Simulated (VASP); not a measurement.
A convergence study with VASP on Re (hcp): one setting is varied, all else stays as given below, so the limit is that of these other settings. Each run relaxes cell and ions from the cell shown. The basis is that of the starting cell, so low cut-offs carry a Pulay error.

```
CELL_PARAMETERS angstrom
      1.38000    -2.39023     0.00000
      1.38000     2.39023     0.00000
      0.00000     0.00000     4.46000
ATOMIC_POSITIONS crystal
  Re 0.33333 0.66667 0.25000
  Re 0.66667 0.33333 0.75000
```

Method: LDA (Ceperley-Alder, Perdew-Zunger), VASP's LDA PAW potentials (set 64) (plane waves; VASP). The tightest run used: 700 eV cut-off, 13×13×7 Γ-centred mesh, first-order Methfessel-Paxton smearing of 0.10 eV, potentials Re.

Problem. The settings run are ENCUT = 200; ENCUT = 250; ENCUT = 300; ENCUT = 350; ENCUT = 400; ENCUT = 450; ENCUT = 500; ENCUT = 550; ENCUT = 600; ENCUT = 650; ENCUT = 700. From which on does the relaxed volume stay within 0.02 Å³/atom of the tightest run?

Solution. From ENCUT = 400 on: it is off by 0.004 there and by no more than 0.02 in any finer run, while ENCUT = 350 is off by 0.026.
| setting | relaxed volume (Å³/atom) | E (eV/atom) | plane waves | difference judged (Å³/atom) |
|---|---|---|---|---|
| ENCUT = 200 | 14.025 | -13.7711 | 197 | 0.358 |
| ENCUT = 250 | 14.324 | -13.7410 | 282 | 0.060 |
| ENCUT = 300 | 14.318 | -13.7572 | 356 | 0.065 |
| ENCUT = 350 | 14.357 | -13.7644 | 452 | 0.026 |
| ENCUT = 400 | 14.379 | -13.7651 | 553 | 0.004 |
| ENCUT = 450 | 14.380 | -13.7651 | 652 | 0.003 |
| ENCUT = 500 | 14.378 | -13.7657 | 768 | 0.006 |
| ENCUT = 550 | 14.380 | -13.7663 | 874 | 0.004 |
| ENCUT = 600 | 14.382 | -13.7665 | 1007 | 0.001 |
| ENCUT = 650 | 14.383 | -13.7666 | 1117 | 0.000 |
| ENCUT = 700 | 14.383 | -13.7666 | 1259 | 0.000 |

Left out are rungs that failed or repeat a setting and relaxations that didn't move; long series are thinned to 24 rows.

The compound is Re in the hcp structure.
